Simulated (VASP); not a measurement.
Crystal: H2, in a box.

```
H
1.0
    10.00000    0.00000    0.00000
     0.00000   10.00000    0.00000
     0.00000    0.00000   10.00000
H
2
Direct
  0.50000 0.50000 0.46250
  0.50000 0.50000 0.53750
```

Base run:

```yaml
Program: VASP 6.6.1
Functional: HSE06
Potentials_or_basis: VASP PAW PBE potentials, release 64 (H)
Cutoff: 450 eV
k_mesh: 1 × 1 × 1
Occupations: gaussian, width 0.02 eV
Spin: no spin polarisation
```

Its results: gap between the frontier levels 11.30 eV; largest force 0.205 eV/Å.

Problem. The run is repeated on the same cell with these changes: functional from HSE06 to r2SCAN. What comes out?

Solution. Gap between the frontier levels 10.94 eV; largest force 0.290 eV/Å.

HSE06 gives the wider gap, since exact exchange removes part of the self-interaction.

Caveats: the PAW data sets were made with another functional, which shifts forces and pressure a little.

A k mesh can miss the band edges.

Not every run made on this cell is shown here.
